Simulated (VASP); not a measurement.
Data:

```xyz
8
Lattice="4.4788 0.0000 0.0000 0.0000 4.4788 0.0000 0.0000 0.0000 4.4788" Properties=species:S:1:pos:R:3 pbc="T T T"
Mn     3.8666     2.8517     1.6272
Mn     1.6272     3.8666     2.8517
Mn     0.6123     0.6123     0.6123
Mn     2.8517     1.6272     3.8666
Si     0.6905     1.5489     2.9299
Si     2.9299     0.6905     1.5489
Si     3.7884     3.7884     3.7884
Si     1.5489     2.9299     0.6905
```
Starting moments (μB, in the order of the record's atoms Mn Mn Mn Mn Si Si Si Si): 1.1 1.1 1.1 1.1 -0.1 -0.1 -0.1 -0.1.

Calculation: r2SCAN meta-GGA, VASP's PBE PAW potentials (set 64) (plane waves; VASP). Settings: 400 eV cut-off, 8×8×8 Γ-centred mesh, tetrahedra with Blöchl corrections, potentials Mn_pv Si.

The cores are frozen, which limits the accuracy of field gradients.

Give the principal components of the electric field gradient (V/Å²) and the asymmetry η at each nucleus.

| atom | Vxx | Vyy | Vzz | η |
|---|---|---|---|---|
| Mn1 | -0.1 | -0.1 | 0.2 | - |
| Mn2 | -0.1 | -0.1 | 0.2 | - |
| Mn3 | -0.1 | -0.1 | 0.2 | - |
| Mn4 | -0.1 | -0.1 | 0.2 | - |
| Si5 | 17.8 | 17.8 | -35.7 | 0.00 |
| Si6 | 17.8 | 17.8 | -35.7 | 0.00 |
| Si7 | 17.8 | 17.8 | -35.7 | 0.00 |
| Si8 | 17.8 | 17.8 | -35.7 | 0.00 |

The compound is MnSi in the B20 structure. It was relaxed first, which changed the volume by -5 %.
